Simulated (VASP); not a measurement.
Computed with PBEsol GGA, VASP's PBE PAW potentials (set 64) (plane waves; VASP).

The input files of a VASP run:

### POSCAR
```
Mo2W2
1
   -3.1384652681     3.1400130501     3.1400117328
    3.1384665890    -3.1421349776     3.1421349776
    1.5692319736     1.5710668301    -1.5710668301
W Mo
2 2
Direct
  0.0000000000   0.0000000000   0.0000000000
  0.0000000000   0.5000000000   0.0000000000
  0.5000000000   0.0000000000   0.0000000000
  0.5000000000   0.5000000000   0.0000000000
```

**KPOINTS**
```
Automatic
0
G
  8 8 15
0 0 0
```

### INCAR
```
# general
SYSTEM  = Mo2W2
PREC    = Accurate
ENCUT   = 400   # plane-wave cut-off (eV)
LREAL   = F   # projection in real space or not
LASPH   = T

# electronic loop
EDIFF   = 1E-7   # SCF stop (eV)
NELM    = 100
ALGO    = Normal
LMAXMIX = 6   # l cut-off of mixed one-centre charges

# smearing
ISMEAR  = -5   # tetrahedra, Bloechl

# functional
GGA     = PS   # PBEsol

# ions
ISIF    = 2

# output
LWAVE   = F
LCHARG  = T
LORBIT  = 11
NEDOS   = 601   # DOS grid

# other
LEFG    = T
```

POTCAR, in this order: W_sv Mo_sv (PBE.64 set). Program: vasp_std.

What VASP printed:

OUTCAR:
```
 ion  position               nearest neighbor table
   1  0.000  0.000  0.000-   4 2.72   3 2.72   3 2.72   4 2.72   2 2.72   2 2.72   2 3.14   2 3.14
                             3 3.14   3 3.14   4 3.14   4 3.14
   2  0.000  0.500  0.000-   3 2.72   4 2.72   4 2.72   3 2.72   1 2.72   1 2.72   1 3.14   1 3.14
                             4 3.14   4 3.14   3 3.14   3 3.14
   3  0.500  0.000  0.000-   2 2.72   1 2.72   1 2.72   2 2.72   4 2.72   4 2.72   4 3.14   4 3.14
                             1 3.14   1 3.14   2 3.14   2 3.14
   4  0.500  0.500  0.000-   1 2.72   2 2.72   2 2.72   1 2.72   3 2.72   3 2.72   3 3.14   3 3.14
                             2 3.14   2 3.14   1 3.14   1 3.14
  LATTYP: Found a base centered monoclinic cell.
 ALAT       =     5.4402203048
 B/A-ratio  =     1.6325251042
 C/A-ratio  =     0.4999997201
 COS(beta)  =    -0.3343714851
 Subroutine PRICEL returns following result:
  LATTYP: Found a base centered orthorhombic cell.
 ALAT       =     3.1384652681
 B/A-ratio  =     1.4158668613
 C/A-ratio  =     1.4149107066
 Subroutine GETGRP returns: Found  4 space group operations
The static configuration has the point symmetry C_2h.
The dynamic configuration has the point symmetry C_2h.
 Subroutine INISYM returns: Found  4 space group operations
 Subroutine IBZKPT returns following result:
 Found    469 irreducible k-points:

 Following reciprocal coordinates:
            Coordinates               Weight
  0.000000  0.000000  0.000000      1.000000
  0.125000  0.000000  0.000000      2.000000
  0.250000  0.000000  0.000000      2.000000
  0.375000  0.000000  0.000000      2.000000
  0.500000  0.000000  0.000000      1.000000
 -0.000000  0.125000  0.000000      4.000000
  0.125000  0.125000  0.000000      4.000000
  0.250000  0.125000  0.000000      4.000000
  0.375000  0.125000  0.000000      4.000000
 -0.000000  0.250000  0.000000      4.000000
  0.125000  0.250000 -0.000000      4.000000
  0.250000  0.250000  0.000000      4.000000
  0.375000  0.250000  0.000000      2.000000
 -0.125000  0.250000  0.000000      2.000000
  0.000000  0.375000  0.000000      4.000000
  0.125000  0.375000  0.000000      4.000000
  0.250000  0.375000  0.000000      4.000000
 -0.250000  0.375000  0.000000      4.000000
 -0.000000  0.500000  0.000000      2.000000
  0.125000  0.500000  0.000000      4.000000
  0.250000  0.500000 -0.000000      2.000000
  0.000000 -0.000000  0.066667      2.000000
  0.125000  0.000000  0.066667      2.000000
  0.250000  0.000000  0.066667      2.000000
  0.375000  0.000000  0.066667      2.000000
  0.500000  0.000000  0.066667      2.000000
 -0.375000  0.000000  0.066667      2.000000
 -0.250000  0.000000  0.066667      2.000000
 -0.125000  0.000000  0.066667      2.000000
  0.000000  0.125000  0.066667      2.000000
  0.125000  0.125000  0.066667      2.000000
  0.250000  0.125000  0.066667      2.000000
  0.375000  0.125000  0.066667      2.000000
  0.500000  0.125000  0.066667      2.000000
 -0.375000  0.125000  0.066667      2.000000
 -0.250000  0.125000  0.066667      2.000000
 -0.125000  0.125000  0.066667      2.000000
  0.000000  0.250000  0.066667      2.000000
  0.125000  0.250000  0.066667      2.000000
  0.250000  0.250000  0.066667      2.000000
   k-points           NKPTS =    469   k-points in BZ     NKDIM =    469   number of bands    NBANDS=     33
   number of dos      NEDOS =    601   number of ions     NIONS =      4
   total plane-waves  NPLWV =  23328
   dimension x,y,z NGX =    36 NGY =   36 NGZ =   18
   dimension x,y,z NGXF=    72 NGYF=   72 NGZF=   36
   ions per type =               2   2
   PREC   = accura    normal or accurate (medium, high low for compatibility)
...
```

**OSZICAR**
```
       N       E                     dE             d eps       ncg     rms          rms(c)
DAV:   1     0.626990026271E+03    0.62699E+03   -0.28838E+04 31050   0.161E+03
DAV:   2    -0.233265689052E+02   -0.65032E+03   -0.64149E+03 33811   0.542E+02
DAV:   3    -0.535734427253E+02   -0.30247E+02   -0.29745E+02 39778   0.112E+02
DAV:   4    -0.540457174690E+02   -0.47227E+00   -0.47033E+00 34985   0.141E+01
DAV:   5    -0.540563574515E+02   -0.10640E-01   -0.10574E-01 39440   0.186E+00    0.392E+01
DAV:   6    -0.516986041204E+02    0.23578E+01   -0.47801E+00 34046   0.156E+01    0.138E+01
DAV:   7    -0.512846449132E+02    0.41396E+00   -0.24519E+00 39860   0.935E+00    0.221E+00
DAV:   8    -0.511915753368E+02    0.93070E-01   -0.91070E-01 39556   0.400E+00    0.148E+00
DAV:   9    -0.511727558681E+02    0.18819E-01   -0.83290E-02 39262   0.149E+00    0.412E-01
DAV:  10    -0.511718807116E+02    0.87516E-03   -0.44332E-03 40328   0.417E-01    0.141E-01
DAV:  11    -0.511718720054E+02    0.87062E-05   -0.42970E-04 39997   0.106E-01    0.350E-02
DAV:  12    -0.511718806267E+02   -0.86213E-05   -0.69508E-05 39934   0.440E-02    0.957E-03
DAV:  13    -0.511718859992E+02   -0.53725E-05   -0.38303E-06 37515   0.101E-02    0.362E-03
DAV:  14    -0.511718849774E+02    0.10219E-05   -0.24214E-07 28303   0.313E-03    0.309E-04
DAV:  15    -0.511718848917E+02    0.85660E-07   -0.14643E-08 19265   0.789E-04
   1 F= -.51171885E+02 E0= -.51171885E+02  d E =0.000000E+00
```

OUTCAR:
```
------------------------ aborting loop because EDIFF is reached ----------------------------------------
  FORCE on cell =-STRESS in cart. coord.  units (eV):
  Direction    XX          YY          ZZ          XY          YZ          ZX
  --------------------------------------------------------------------------------------
  Total        0.3793054      0.4228940      0.4228940      0.0507050     -0.0247535     -0.0507050
  in kB        9.8128737     10.9405368     10.9405368      1.3117695     -0.6403898     -1.3117700
  external PRESSURE =      10.5646491 kB  Pullay stress =       0.0000000 kB
  volume of cell :       61.93
      direct lattice vectors                 reciprocal lattice vectors
    -3.138465268  3.140013050  3.140011733     0.000000000  0.159235040  0.159235040
     3.138466589 -3.142134978  3.142134978     0.159313503  0.000053800  0.159181240
     1.569231974  1.571066830 -1.571066830     0.318627139  0.318362614  0.000107467
 POSITION                                       TOTAL-FORCE (eV/Angst)
 -----------------------------------------------------------------------------------
      0.00000      0.00000      0.00000         0.000000     -0.000000     -0.000000
      1.56923     -1.57107      1.57107         0.000000      0.000000     -0.000000
     -1.56923      1.57001      1.57001        -0.000000     -0.000000      0.000000
      0.00000     -0.00106      3.14107        -0.000000      0.000000     -0.000000
 -----------------------------------------------------------------------------------
    total drift:                               -0.000000     -0.000000      0.000000
  FREE ENERGIE OF THE ION-ELECTRON SYSTEM (eV)
  ---------------------------------------------------
  free  energy   TOTEN  =       -51.1718848917 eV

  energy  without entropy=      -51.1718848917  energy(sigma->0) =      -51.17188489

 total charge

# of ion       s       p       d       tot
------------------------------------------
    1        2.420   6.339   3.364  12.124
    2        2.420   6.339   3.364  12.124
    3        2.382   6.228   3.947  12.556
    4        2.382   6.228   3.947  12.556
--------------------------------------------------
tot          9.604  25.135  14.622  49.361

 Electric field gradients after diagonalization (V/A^2)
 (convention: |V_zz| > |V_xx| > |V_yy|)
----------------------------------------------------------------------
 ion       V_xx      V_yy      V_zz     asymmetry (V_yy - V_xx)/ V_zz
----------------------------------------------------------------------
   1     -28.203    -9.822    38.025       0.483
   2     -28.203    -9.822    38.025       0.483
   3      12.042     4.904   -16.946       0.421
   4      12.042     4.904   -16.946       0.421
```
(Selected blocks of OUTCAR.)

For a metal the tetrahedron method with Blöchl corrections gives inexact stress and forces.

The structure was generated: Mo2W2 was put into an ordered model structure (Cmmm), which need not be its known phase. It was relaxed first.
